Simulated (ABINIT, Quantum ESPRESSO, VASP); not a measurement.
## One structure in several programs: Ga₃Tc (I4/mmm, 4 atoms in the cell)

Self-consistent single point.

```
Ga3Tc
1.0
   -1.89565     1.89565     4.04575
    1.89565    -1.89565     4.04575
    1.89565     1.89565    -4.04575
Ga Tc
3 1
Direct
  0.75000   0.25000   0.50000
  0.25000   0.75000   0.50000
  0.50000   0.50000   0.00000
  0.00000   0.00000   0.00000
```

Shared settings, as Quantum ESPRESSO writes them: occupations = smearing; smearing = gauss; degauss = 0.0073499 Ry; K_POINTS = automatic 9 9 9 0 0 0. Potentials and cutoffs stand in the table.

```csv
code,model,pressure (GPa),cutoff
VASP,"PBEsol, VASP's PBE PAW potentials (set 64)",-1.95,300 eV
Quantum ESPRESSO,"PBEsol, GBRV 1.5 ultrasoft (PBESOL) pseudopotentials",-1.87,50 Ry
ABINIT,"PBEsol, PAW (JTH v2.0 PBE PAW, files made for PBE)",-1.44,40 Ry
```

On VASP's run: spin polarisation is off.

The spread over the programs that give each value: pressure within 0.51 GPa.

VASP's run is marked for a possible Pulay error in its stress at this cutoff; no cutoff test was made.

The starting cell comes from a database of computed structures (which also holds hypothetical and non-ambient phases and stackings), without a prior relaxation at this level.

Left out of this page: Ansatz and Elk (not drawn, or without a comparable value); FLEUR (with a known weakness of the program); SIESTA (unsound by tests on forces, stress, charge or solver warnings).
